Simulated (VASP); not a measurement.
Here is the system:

```xyz
2
Lattice="0.0000 2.5932 2.5932 2.5932 0.0000 2.5932 2.5932 2.5932 0.0000" Properties=species:S:1:pos:R:3 pbc="T T T"
Li     0.0000     0.0000     0.0000
Cl     2.5932     2.5932     2.5932
```

These are vdW-DF2, VASP's PBE PAW potentials (set 64) (plane waves; VASP 6.6.1) values and carry that method's errors. Run with 520 eV cut-off, 8×8×8 Γ-centred mesh, Gaussian smearing of 0.050 eV, potentials Li_sv Cl.

**Question.** What does the run give for the energy per atom (σ→0), band gap (on the k-mesh) with the smallest direct gap where there is one?

**Answer.** 
- band gap (on the k-mesh): 6.25 eV
- smallest direct gap (on the k-mesh): 6.25 eV
- energy per atom (σ→0): -2.634 eV/atom

Only differences to runs with the same potentials and settings are physical.

The compound is LiCl in the rock salt structure. It was relaxed first. The start is the result of an earlier pass.
